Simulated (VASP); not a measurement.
The system is W2N.

```
W N
1.0
     2.80475    0.00000    0.00000
    -1.40237    2.42898    0.00000
     0.00000    0.00000   17.47683
W N
6 3
Cartesian
  0.0000 0.0000 1.3263
  0.0000 0.0000 16.1505
  0.0000 1.6193 4.5910
  1.4024 0.8097 12.8858
  0.0000 1.6193 7.2959
  1.4024 0.8097 10.1810
  0.0000 0.0000 8.7384
  0.0000 1.6193 2.6345
  1.4024 0.8097 14.8424
```

The cell comes from a database or a generator and needn't be the stable form of this composition.

Base run:

| Quantity | Value |
| --- | --- |
| Program | VASP 6.6.1 |
| Functional | PBEsol |
| Potentials or basis | VASP PAW PBE potentials, release 64 (W_sv, N) |
| Cutoff | 700 eV |
| k mesh | 12 × 12 × 2 |
| Occupations | gaussian, width 0.1 eV |
| Spin | no spin polarisation |

Its results: band gap on the k mesh none (metal or under the smearing width); pressure 0.0 GPa; largest force 0.008 eV/Å.

Question: The run is repeated on the same cell with these changes: functional from PBEsol to r2SCAN; cutoff from 700 eV to 520 eV. What comes out?

Answer: Band gap on the k mesh none (metal or under the smearing width); pressure 5.3 GPa; largest force 0.358 eV/Å.

Caveats: the PAW data sets were made with another functional, which shifts forces and pressure a little.

Not every run made on this cell is shown here.
